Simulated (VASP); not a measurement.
```xyz
2
Lattice="0.0000 3.4309 3.4309 3.4309 0.0000 3.4309 3.4309 3.4309 0.0000" Properties=species:S:1:pos:R:3 pbc="T T T"
Rb     0.0000     0.0000     0.0000
Br     3.4309     3.4309     3.4309
```

The numbers are results of r2SCAN+rVV10, VASP's PBE PAW potentials (set 64) (plane waves; VASP), not measurements. Run with 520 eV cut-off, 8×8×8 Γ-centred mesh, tetrahedra with Blöchl corrections, potentials Rb_sv Br.

Q: Give the energies of bands 6 to 11 at the high-symmetry points, in eV from the valence-band maximum.

A: 
```
band     Γ      X      U      L      W
----  ----  -----  -----  -----  -----
6     0.00  -0.49  -0.49  -0.98  -0.48
7     0.00  -0.16  -0.42  -0.35  -0.36
8     0.00  -0.16  -0.26  -0.35  -0.36
9     4.85   5.96   6.72   7.16   7.47
10    7.82   7.88   8.54   8.16   7.47
11    7.82   9.56   8.89  10.17   9.08
```

The gap is direct, 4.85 eV, from the valence maximum at Γ to the conduction minimum at Γ.

Measured: gap 7.20 eV (computed value off by -2.35 eV), as given by Aguado et al., (1998), arXiv:cond-mat/9809176.

The compound is RbBr in the rock salt structure. It was relaxed first.
